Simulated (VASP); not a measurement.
Energy against volume of CdSe (wurtzite). Computed with r2SCAN+rVV10, VASP's PBE PAW potentials (set 64) (plane waves; VASP 6.6.1). Run with 520 eV cut-off, 6×6×3 Γ-centred mesh, Gaussian smearing of 0.050 eV, potentials Cd Se.

Shape and ions are relaxed at each volume.

```tsv
V (Å³/atom)	E (eV/atom)
26.958	-17.64192
27.819	-17.65603
28.679	-17.65998
29.540	-17.65534
```

Task: Fit these four points and predict the energy of the run at 30.400 Å³/atom.

Result: A cubic in V^(−2/3), the third-order Birch-Murnaghan form, passes through the four points with V0 = 28.62 Å³/atom and B0 = 54 GPa, and gives -17.6434 eV/atom there. The run gave -17.6434 eV/atom, +0.0 meV/atom from the fit; all five points give B0 = 54 GPa.

The compound is CdSe in the wurtzite structure. It was relaxed first.
